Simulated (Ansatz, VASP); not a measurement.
**Sc2Cu in two plane-wave programs**

One calculation is typed for both programs; each brings its own data sets. How far apart do they land? The cell is generated by rule, not measured, and may not be a known phase. The cell is taken from a series of runs on this material, whose earlier steps may have relaxed, scaled, displaced or heated it; both programs get it as it stands.

Program: Ansatz 0.2.0. Level of theory: plane waves, with VASP 6.6.1 beside it; relaxation of cell and atoms at PBEsol. Results are calculated unless marked as measured.

The structure was built from a prototype and need not be the compound's stable phase.

## Step 1: Set-up

Symmetry: Fm-3m, No. 225, cubic system. The conventional cell has a = 6.306 Å, b = 6.306 Å, c = 6.306 Å, α = 90.00°, β = 90.00°, γ = 90.00°. Nearest to Sc lie 4 Cu at 2.73 Å. Nearest to Cu lie 8 Sc at 2.73 Å. Farther neighbours are not listed.

Structure file:

```cif
data_structure
_symmetry_space_group_name_H-M 'P 1'
_symmetry_Int_Tables_number 1
_cell_length_a 4.4592
_cell_length_b 4.4592
_cell_length_c 4.4592
_cell_angle_alpha 60.000
_cell_angle_beta 60.000
_cell_angle_gamma 60.000
_cell_volume 62.70
loop_
_atom_site_label
_atom_site_type_symbol
_atom_site_fract_x
_atom_site_fract_y
_atom_site_fract_z
_atom_site_occupancy
Sc1 Sc 0.25000 0.25000 0.25000 1
Sc2 Sc 0.75000 0.75000 0.75000 1
Cu3 Cu 0.00000 0.00000 0.00000 1
```

## Step 2: VASP: relaxation of cell and atoms, PBEsol, pair 1

The relaxed volume is the usual yardstick between codes: in a stiff, nearly cubic crystal its relative difference is about their pressure difference at one cell divided by the bulk modulus.

Lines of VASP's logs that name or quote its potential files are left out, and so is its time.

File INCAR:

```
SYSTEM = Sc2Cu
PREC = Accurate
ENCUT = 600
EDIFF = 1E-07
NELM = 120
ISMEAR = 0
SIGMA = 0.1
LREAL = .FALSE.
ALGO = Normal
GGA = PS
NBANDS = 22
LASPH = .TRUE.
LORBIT = 11
LWAVE = .FALSE.
LCHARG = .FALSE.
ISIF = 3
IBRION = 2
NSW = 80
EDIFFG = -0.005
GGA_COMPAT = .FALSE.
NELMIN = 4
KPAR = 2
```

File POSCAR:

```
Sc2Cu
1.0
    0.0000000000      3.1531310000      3.1531310000
    3.1531310000      0.0000000000      3.1531310000
    3.1531310000      3.1531310000      0.0000000000
Sc Cu
2 1
Direct
    0.2500000793      0.2500000793      0.2500000793
    0.7500000793      0.7500000793      0.7500000793
    0.0000000000      0.0000000000      0.0000000000
```

File KPOINTS:

```
Automatic mesh
0
Gamma
10 10 10
0 0 0
```

Potentials, in the order of the species: Sc_sv and Cu (PBE family, release 64).

Launch:

```bash
> mpirun -np 2 vasp_std
```

Numbers of over 12 decimals in the logs are rounded to 6 here.

What it wrote:

```text
[banner, memory and clock lines left out]
running    2 mpi-ranks, on    1 nodes
 distrk:  each k-point on    1 cores,    2 groups
 distr:  one band on    1 cores,    1 groups

 POSCAR found type information on POSCAR ScCu
 POSCAR found :  2 types and       3 ions
|                                                                             |
|               ----> ADVICE to this user running VASP <----                  |
|                                                                             |
|     You enforced a specific xc type in the INCAR file but a different       |
|     [... a line on the potential file left out ...]
|     I HOPE YOU KNOW WHAT YOU ARE DOING!                                     |
|                                                                             |

 LDA part: xc-table for (Slater+PW92), standard interpolation
 POSCAR, INCAR and KPOINTS ok, starting setup
 FFT: planning ... GRIDC
 FFT: planning ... GRID_SOFT
 FFT: planning ... GRID
 WAVECAR not read
 entering main loop
       N       E                     dE             d eps       ncg     rms          rms(c)
DAV:   1     0.524563173049E+03    0.52456E+03   -0.16443E+04  2068   0.200E+03
DAV:   2     0.243878786212E+02   -0.50018E+03   -0.48806E+03  2652   0.633E+02
DAV:   3    -0.180721833605E+02   -0.42460E+02   -0.39721E+02  3304   0.241E+02
DAV:   4    -0.203178229871E+02   -0.22456E+01   -0.21145E+01  3370   0.433E+01
DAV:   5    -0.203848952361E+02   -0.67072E-01   -0.58256E-01  3174   0.739E+00    0.145E+01
DAV:   6    -0.193258745272E+02    0.10590E+01   -0.31103E+01  2454   0.102E+02    0.843E+00
DAV:   7    -0.173144242718E+02    0.20115E+01   -0.11305E+01  2672   0.449E+01    0.214E+00
DAV:   8    -0.173028801422E+02    0.11544E-01   -0.12384E+00  3104   0.911E+00    0.155E+00
DAV:   9    -0.172923066853E+02    0.10573E-01   -0.39104E-01  2972   0.100E+01    0.940E-01
DAV:  10    -0.172716070094E+02    0.20700E-01   -0.10287E-01  3378   0.496E+00    0.169E-01
DAV:  11    -0.172712722839E+02    0.33473E-03   -0.55536E-03  2994   0.896E-01    0.435E-02
DAV:  12    -0.172712991290E+02   -0.26845E-04   -0.58481E-04  3058   0.301E-01    0.371E-02
DAV:  13    -0.172712671093E+02    0.32020E-04   -0.15652E-04  3080   0.139E-01    0.745E-03
DAV:  14    -0.172712665432E+02    0.56607E-06   -0.45734E-06  3162   0.283E-02    0.401E-03
DAV:  15    -0.172712663207E+02    0.22251E-06   -0.12436E-06  2966   0.156E-02    0.348E-04
DAV:  16    -0.172712663356E+02   -0.14866E-07   -0.33016E-08  1820   0.277E-03
   1 F= -.17271266E+02 E0= -.17261790E+02  d E =-.172713E+02
 curvature:   0.00 expect dE= 0.000E+00 dE for cont linesearch  0.000E+00
 trial: gam= 0.00000 g(F)=  0.407E-39 g(S)=  0.190E-03 ort = 0.000E+00 (trialstep = 0.100E+01)
 search vector abs. value=  0.190E-03
 bond charge predicted
       N       E                     dE             d eps       ncg     rms          rms(c)
DAV:   1    -0.172757896112E+02   -0.45233E-02   -0.95214E-02  2182   0.491E+00    0.528E-01
DAV:   2    -0.172754810909E+02    0.30852E-03   -0.54211E-02  2604   0.401E+00    0.473E-01
DAV:   3    -0.172715017070E+02    0.39794E-02   -0.21964E-02  2586   0.257E+00    0.133E-01
DAV:   4    -0.172713978356E+02    0.10387E-03   -0.19081E-03  3026   0.543E-01    0.603E-02
DAV:   5    -0.172713449523E+02    0.52883E-04   -0.25233E-04  3148   0.227E-01    0.195E-02
DAV:   6    -0.172713372644E+02    0.76879E-05   -0.23734E-05  3044   0.597E-02    0.448E-03
DAV:   7    -0.172713371345E+02    0.12986E-06   -0.13444E-06  3102   0.178E-02    0.265E-03
DAV:   8    -0.172713370719E+02    0.62642E-07   -0.85232E-07  2798   0.938E-03
   2 F= -.17271337E+02 E0= -.17261801E+02  d E =-.707363E-04
 trial-energy change:   -0.000071  1 .order   -0.000054   -0.000190    0.000082
 step:   0.7656(harm=  0.6993)  dis= 0.00000  next Energy=   -17.271346 (dE=-0.801E-04)
 bond charge predicted
       N       E                     dE             d eps       ncg     rms          rms(c)
DAV:   1    -0.172715880706E+02   -0.25094E-03   -0.51987E-03  2212   0.114E+00    0.125E-01
DAV:   2    -0.172715773518E+02    0.10719E-04   -0.30568E-03  2642   0.964E-01    0.111E-01
DAV:   3    -0.172713496547E+02    0.22770E-03   -0.12157E-03  2564   0.597E-01    0.297E-02
DAV:   4    -0.172713457045E+02    0.39502E-05   -0.10435E-04  3042   0.123E-01    0.143E-02
DAV:   5    -0.172713430866E+02    0.26180E-05   -0.14618E-05  3118   0.553E-02    0.457E-03
DAV:   6    -0.172713428924E+02    0.19418E-06   -0.13462E-06  2984   0.146E-02    0.948E-04
DAV:   7    -0.172713428891E+02    0.32992E-08   -0.39308E-08  1526   0.361E-03
   3 F= -.17271343E+02 E0= -.17261820E+02  d E =-.765535E-04
 curvature:  -0.33 expect dE=-0.564E-06 dE for cont linesearch -0.564E-06
 trial: gam=-0.08560 g(F)=  0.241E-39 g(S)=  0.169E-05 ort = 0.179E-04 (trialstep = 0.953E+00)
 search vector abs. value=  0.152E-07
 reached required accuracy - stopping structural energy minimisation
```

Parts of OUTCAR (step 2):

```text
ion  position               nearest neighbor table
   1  0.250  0.250  0.250-   3 2.73   3 2.73   3 2.73   3 2.73   2 3.15   2 3.15   2 3.15   2 3.15
                             2 3.15   2 3.15
   2  0.750  0.750  0.750-   3 2.73   3 2.73   3 2.73   3 2.73   1 3.15   1 3.15   1 3.15   1 3.15
                             1 3.15   1 3.15
   3  0.000  0.000  0.000-   2 2.73   1 2.73   1 2.73   1 2.73   2 2.73   2 2.73   2 2.73   1 2.73

  LATTYP: Found a face centered cubic cell.
 ALAT       =     6.3062620000

 Subroutine GETGRP returns: Found 48 space group operations
 (whereof 48 operations were pure point group operations)

The static configuration has the point symmetry O_h .

 Found     47 irreducible k-points:

   k-points           NKPTS =     47   k-points in BZ     NKDIM =     47   number of bands    NBANDS=     22

   dimension x,y,z NGX =    36 NGY =   36 NGZ =   36
   dimension x,y,z NGXF=    72 NGYF=   72 NGZF=   72

   ENCUT  =  600.0 eV  44.10 Ry    6.64 a.u.   8.91  8.91  8.91*2*pi/ulx,y,z

   NELECT =      33.0000    total number of electrons

 k-points in reciprocal lattice and weights: Automatic mesh
   0.00000000  0.00000000  0.00000000       0.001
   0.10000000  0.00000000  0.00000000       0.008
   0.20000000  0.00000000  0.00000000       0.008
   0.30000000  0.00000000  0.00000000       0.008
   0.40000000  0.00000000  0.00000000       0.008
   0.50000000  0.00000000  0.00000000       0.004
   0.10000000  0.10000000  0.00000000       0.006
   0.20000000  0.10000000  0.00000000       0.024
   0.30000000  0.10000000  0.00000000       0.024
[...]
-0.30000000  0.40000000  0.20000000       0.024
  -0.30000000  0.50000000  0.20000000       0.012

 average (electrostatic) potential at core
       1 -46.8124       2 -46.8124       3 -67.5626

 E-fermi :   4.1823

 k-point     1 :       0.0000    0.0000    0.0000
  band No.  band energies     occupation
    ...
     13       0.5737      2.00000
     14       0.5737      2.00000
     15       3.2388      2.00000
     16       3.2388      2.00000
     17       3.2388      2.00000
     18       4.3744      0.00659
     19       4.3744      0.00659
     20       7.5104      0.00000
     21       7.5104      0.00000
     22       7.5104      0.00000

 k-point     2 :       0.1000    0.0000    0.0000
  band No.  band energies     occupation
    ...
     13       0.5712      2.00000
     14       0.5712      2.00000
     15       3.1469      2.00000
     16       3.3100      2.00000
     17       3.3100      2.00000
     18       4.4119      0.00117
     19       4.4119      0.00117
     20       7.3581      0.00000
     21       7.4340      0.00000
     22       7.4340      0.00000

 k-point     3 :       0.2000    0.0000    0.0000
  band No.  band energies     occupation
    ...
     13       0.5661      2.00000
     14       0.5661      2.00000
     15       2.8901      2.00000
     16       3.5077      2.00000
     17       3.5077      2.00000
     18       4.5332      0.00000
     19       4.5332      0.00000
     20       6.9684      0.00000
     21       7.2068      0.00000
     22       7.2068      0.00000

  Total        0.0059263      0.0059263      0.0059263      0.0000000      0.0000000      0.0000000
  in kB        0.1510900      0.1510900      0.1510900      0.0000000      0.0000000      0.0000000
  external PRESSURE =       0.1510900 kB  Pullay stress =       0.0000000 kB

  energy-cutoff  :      600.00
  volume of cell :       62.84
      direct lattice vectors                 reciprocal lattice vectors
    -0.000000000  3.155564721  3.155564721    -0.158450244  0.158450244  0.158450244
     3.155564721  0.000000000  3.155564721     0.158450244 -0.158450244  0.158450244
     3.155564721  3.155564721 -0.000000000     0.158450244  0.158450244 -0.158450244

 POSITION                                       TOTAL-FORCE (eV/Angst)
 -----------------------------------------------------------------------------------
      1.57778      1.57778      1.57778        -0.000000     -0.000000     -0.000000
      4.73335      4.73335      4.73335         0.000000      0.000000      0.000000
      0.00000      0.00000     -0.00000        -0.000000      0.000000     -0.000000
 -----------------------------------------------------------------------------------
    total drift:                               -0.001073     -0.001073     -0.001073

  FREE ENERGIE OF THE ION-ELECTRON SYSTEM (eV)
  ---------------------------------------------------
  free  energy   TOTEN  =       -17.2713428891 eV

  energy  without entropy=      -17.2522978720  energy(sigma->0) =      -17.26182038

 reached required accuracy - stopping structural energy minimisation

 total charge
# of ion       s       p       d       tot
------------------------------------------
    1        2.280   6.118   1.009   9.407
    2        2.280   6.118   1.009   9.407
    3        0.601   0.436   9.043  10.080
--------------------------------------------------
tot          5.160  12.672  11.062  28.895

[... 3 further parts left out ...]
```

CONTCAR:

```
Sc2Cu
   1.00000000000000
    -0.0000000000000000    3.1555647209711775    3.1555647209711775
     3.1555647209711775    0.0000000000000000    3.1555647209711775
     3.1555647209711775    3.1555647209711775   -0.0000000000000000
  Sc              Cu
     2     1
Direct
     0.2500000793000012    0.2500000793000012    0.2500000793000012
     0.7500000793000012    0.7500000793000012    0.7500000793000012
     0.0000000000000000    0.0000000000000000    0.0000000000000000
```

## Step 3: Ansatz: relaxation of cell and atoms, PBEsol, pair 1

Ansatz runs on its default PAW (the set named soft_2) files.

The same cell, functional, mesh and smearing now go to Ansatz, which takes its cutoff from its data sets.

File input.yaml:

```yaml
crystal:
  lattice:
    - [0.0, 3.1531311762, 3.1531311762]
    - [3.1531311762, 0.0, 3.1531311762]
    - [3.1531311762, 3.1531311762, 0.0]
  atoms:
    - { symbol: Sc, position: [0.25, 0.25, 0.25] }
    - { symbol: Sc, position: [0.75, 0.75, 0.75] }
    - { symbol: Cu, position: [0.0, 0.0, 0.0] }
kpoints:
  mp_grid: { grid: [10, 10, 10] }
hamiltonian:
  xc: pbesol
scf:
  occupations: { method: gaussian, width: 0.1 }
output:
  forces: true
  stress: true
  eigenvalues: true
  write_density: true
  write_potential: true
  elf: true
  volumetric_format: npy
relax:
  adjacent_minimum: "off"
  f_tol: 0.005
  max_steps: 80
  cell: { stress_tol: 0.05 }
```

Launch:

```bash
> ansatz run input.yaml --threads 8 --pin off --max-ram 14336MiB --backend cpu --events-out ev --progress --plain --runs-dir out
```

What it wrote:

```text
Engine: ansatz 0.2.0, aarch64-unknown-linux-gnu
Pseudopotentials: kind: paw
Pseudopotential: Sc, paw, valence charge 11, recommended cutoff 420 eV (normal), Sc.paw.azcp
Pseudopotential: Cu, paw, valence charge 19, recommended cutoff 420 eV (normal), Cu.paw.azcp
Functional definition: PBEsol
  exchange = pbesol_x
  correlation = pbesol_c
Crystal: 3 atoms, lattice volume = 62.698 Å³
Basis set: ecut = 420 eV, 1243 PW (Γ), exchange–correlation on 60×60×60 points (8 copies of the dense FFT grid, shifted against one another)
Bands: 25, of which v1, the nominal top of the filled ones, is band 21 counted from 1 (20 counted from 0)
Symmetry: 48 space group operations
Space group: Fm-3m (ITA 225), of the structure as read, at distance tolerance 4.0e-5 Å
k-points: 47 of 1000
Non-local potential: Sc, projectors of the file, l = 0: 3, l = 1: 2, l = 2: 3, l = 3: 1
Non-local potential: Cu, projectors of the file, l = 0: 3, l = 1: 2, l = 2: 3, l = 3: 1
PAW form: soft (Blöchl's): semilocal exchange-correlation on the pseudo side does not see the compensation charge
PAW frozen core: Sc, regenerated for the run's functional, and the local potential with it (the file was generated under x = pbe(κ = 0.804, μ = 0.219515), c = pbe(β = 0.066725))
PAW frozen core: Cu, regenerated for the run's functional, and the local potential with it (the file was generated under x = pbe(κ = 0.804, μ = 0.219515), c = pbe(β = 0.066725))
PAW one-centre angular grid: Sc, 590 points (default); XC on 64 Gauss nodes
PAW one-centre angular grid: Cu, 590 points (default); XC on 64 Gauss nodes
Initial density: superposition of atomic densities (neutral atoms: chi_scale 0, normalization atom), corrected by the library's trained network
Initial wavefunctions: pseudopotential atomic-orbital guess
Functional: x = pbesol(κ = 0.804, μ = 0.123457), c = pbesol(β = 0.046)
SCF iter   1: F=—  HF=-10811.311983 eV  |F-HF|=—  |Δ(HF+E_count)|=         —  Δρ=1.50e-2  dr2=9.90e-2  ethr=1.77e-3  ⟨swp⟩=4.2  Hψ=4053  notcnv=0
preconditioner: auto → Kerker (q_TF=auto, 2.542 Å⁻¹)  [metal: Δε(μ)=0.048 eV  Ē_g=3.958 eV  σ=0.100 eV  W_gap=0.27  n_scr=14 (ndim 8)  ℏωp=19.3 eV  f_vac=0.000  D(μ)=3.74/eV (n_scr^D=26)]
SCF iter   2: F=—  HF=-10811.298023 eV  |F-HF|=—  |Δ(HF+E_count)|=   1.40e-2  Δρ=2.48e-3  dr2=3.10e-3  ethr=2.41e-4  ⟨swp⟩=2.0  Hψ=2126  notcnv=0
SCF iter   3: F=—  HF=-10811.296374 eV  |F-HF|=—  |Δ(HF+E_count)|=   1.65e-3  Δρ=1.85e-3  dr2=2.88e-3  ethr=7.57e-6  ⟨swp⟩=2.0  Hψ=2016  notcnv=0
SCF iter   4: F=—  HF=-10811.295790 eV  |F-HF|=—  |Δ(HF+E_count)|=   5.84e-4  Δρ=7.55e-4  dr2=5.84e-4  ethr=7.03e-6  ⟨swp⟩=1.8  Hψ=1433  notcnv=0
SCF iter   5: F=—  HF=-10811.295662 eV  |F-HF|=—  |Δ(HF+E_count)|=   1.28e-4  Δρ=1.58e-4  dr2=3.70e-5  ethr=1.42e-6  ⟨swp⟩=2.0  Hψ=1575  notcnv=0
SCF iter   6: F=—  HF=-10811.295653 eV  |F-HF|=—  |Δ(HF+E_count)|=   9.15e-6  Δρ=4.90e-5  dr2=3.15e-6  ethr=9.03e-8  ⟨swp⟩=2.0  Hψ=1514  notcnv=0
SCF iter   7: F=—  HF=-10811.295652 eV  |F-HF|=—  |Δ(HF+E_count)|=   5.95e-7  Δρ=1.47e-5  dr2=2.28e-7  ethr=7.69e-9  ⟨swp⟩=2.0  Hψ=1543  notcnv=0
SCF iter   8: F=-10811.295652 eV  HF=-10811.295652 eV  |F-HF|=9.79e-9  |Δ(HF+E_count)|=   2.02e-8  Δρ=5.63e-6  dr2=2.48e-8  ethr=2.44e-10  ⟨swp⟩=7.2  Hψ=6574  notcnv=0
SCF 1 converged in 8 iterations: F = -10811.295652 eV  dr2 = 2.48e-8
  greatest PAW one-centre occupation: 1.000 electrons in one spin orbital (limit 2), on the Cu atom at site 2 (counted from 0), in its partial waves of l = 0
relax step   1: F+E_penalty+E_count = -10811.29565242 eV  Δ(F+E_penalty+E_count) = +0.000e0 eV  max|allowed force component| = 2.467e-17 eV/Å  Δτ_max = 0.0000 Å  P = -0.127 GPa  Ω = 62.698 Å³  (8 SCF iters, dr2 threshold 1.00e-7 eV, accepted)
[...]
relax step   2: F+E_penalty+E_count = -10811.29570886 eV  Δ(F+E_penalty+E_count) = -5.644e-5 eV  max|allowed force component| = 6.168e-17 eV/Å  Δτ_max = 0.0000 Å  P = +0.062 GPa  Ω = 62.529 Å³  energy of the carried Pulay correction = +2.136e-5 eV  (6 SCF iters, dr2 threshold 4.06e-8 eV, accepted)
[...]
relax step   3: F+E_penalty+E_count = -10811.29571243 eV  Δ(F+E_penalty+E_count) = -3.566e-6 eV  max|allowed force component| = 4.934e-17 eV/Å  Δτ_max = 0.0000 Å  P = -0.000 GPa  Ω = 62.584 Å³  energy of the carried Pulay correction = +1.441e-5 eV  (6 SCF iters, dr2 threshold 9.46e-9 eV, accepted)
[...]
relax step   4: F+E_penalty+E_count = -10811.29569944 eV  Δ(F+E_penalty+E_count) = +1.298e-5 eV  max|allowed force component| = 3.701e-17 eV/Å  Δτ_max = 0.0000 Å  P = -0.000 GPa  Ω = 62.584 Å³  stress off target by 1.93e-4 GPa  SCF on the basis re-selected at this cell (its energy is not comparable with the rows above)  (8 SCF iters)
basis re-selected at this cell: Δ(F+E_penalty+E_count) = +1.298e-5 eV, ΔP = +0.000 GPa vs the last step (what re-selecting the basis moved, of the pressure what is left beyond the Pulay correction that the steps carried, after the strain that the cell walked since its last selection, with what the two solves' SCF thresholds leave and, on support functions, any second-order correction that the steps lacked; it is no m [...]
SCF converged after 8 iterations
Free energy (F): -10811.295699 eV
Harris-Foulkes:  -10811.295699 eV  (|F-HF|=3.64e-12)
Internal energy: -10811.277016 eV  (E = F + TS)
E sigma→0 (E₀):  -10811.286358 eV
Entropy (-TS):   -0.018684 eV (-6.228 meV/atom)
Fermi energy:    10.334635 eV
--- Per-component energies (eV) ---
  E_band       = -812.038752
  E_kinetic    = 821.235997
  E_local      = -7214.581847  (includes V_loc(G=0)·N_el)
  E_nonlocal   = 550.109958
  E_hartree    = 3035.620196
  E_xc         = -296.226930
  E_vxc        = -373.186543  (∫ρ·V_xc dr)
  E_paw        = -3482.427878  (= ΣΔE_a)
  E_vpaw       = -666.856974  (= ΣTr[D̂ρ^β])
  E_aug_tail   = 0.000265  (compensation charges beyond the density's cutoff)
  E_ewald      = -4225.471029
  E_core_change = 0.464252  (= ΣΔE_core)
  E_smearing   = -0.018684  (= −TS)
  E_closure    = -0.000000  (closes the sum)
  Σ components = -10811.295699   (vs F -10811.295699, Δ=0.00e0)
--- Forces (eV/Å), atoms counted from 1 ---
  atom   1  Sc     0.00000000    -0.00000000     0.00000000
  atom   2  Sc     0.00000000     0.00000000    -0.00000000
  atom   3  Cu    -0.00000000     0.00000000     0.00000000
  max |Σ_I F_I| component: 5.55e-17 eV/Å
--- Stress (GPa, compression-positive) ---
       -0.000193       0.000000       0.000000
        0.000000      -0.000193      -0.000000
        0.000000      -0.000000      -0.000193
  P = ⅓ Tr σ = -0.0002 GPa (-0.002 kbar)
--- Band table (eV; the first three rows and the last of 47) ---
  k-point 0: bands = [... 17 lower, 6.7503, 9.3809, 9.3809, 9.3809, 10.5469, 10.5469, 13.6907, 13.6907]
  k-point 1: bands = [... 17 lower, 6.7477, 9.2880, 9.4523, 9.4523, 10.5841, 10.5841, 13.5359, 13.6134]
  k-point 2: bands = [... 17 lower, 6.7422, 9.0292, 9.6508, 9.6508, 10.7047, 10.7047, 13.1406, 13.3832]
  k-point 46: bands = [... 17 lower, 6.9482, 8.6326, 9.4934, 9.9181, 11.0212, 11.3051, 11.4203, 12.4372]
--- Relaxed structure (3 steps of the walk, 3 accepted, 1 SCFs on fresh bases) ---
  F+E_penalty+E_count = -10811.29569944 eV   max|allowed force component| = 3.701e-17 eV/Å   (the final SCF, on the basis selected at the relaxed cell)
  cell:  # Å, volume = 62.5842 Å³
    - [0, 3.151216, 3.151216]
    - [3.151216, 0, 3.151216]
    - [3.151216, 3.151216, 0]
  atoms:
    - { symbol: Sc, position: [0.250000, 0.250000, 0.250000] }
    - { symbol: Sc, position: [0.750000, 0.750000, 0.750000] }
    - { symbol: Cu, position: [0, 0, 0] }
```

## Step 4: Differences

Known differences besides the potentials themselves: the data sets hold 41 valence electrons in Ansatz (on its default PAW (the set named soft_2) files) and 33 in VASP; the cutoff is 420 eV in Ansatz and 600 eV in VASP; Ansatz makes its cores anew for this functional, VASP keeps those of its PBE data sets; Ansatz adds a Pulay correction to the stress that steers its cell, VASP none. Total energies have different zeros and are not compared.

Compared:

```tsv
quantity	Ansatz	VASP	difference
volume (Å³)	62.58	62.84	-0.41 %
edge a after relaxation, in the typed setting (Å)	4.457	4.463	-0.14 %
```

(Part 1 of 2 ends here.)

[Lines on the potential files, build, host, timing and source positions are cut from VASP's logs without a mark.]

[Logs are printed without paths, hosts, clocks, repeated set-up lines and the standing remarks that a program may print on its own settings, such as how far it seeks lower states.]

[Hosts, paths, dates, database ids (printed as entryN), source tags and the programs' standing remarks are cut or masked in the printed files.]
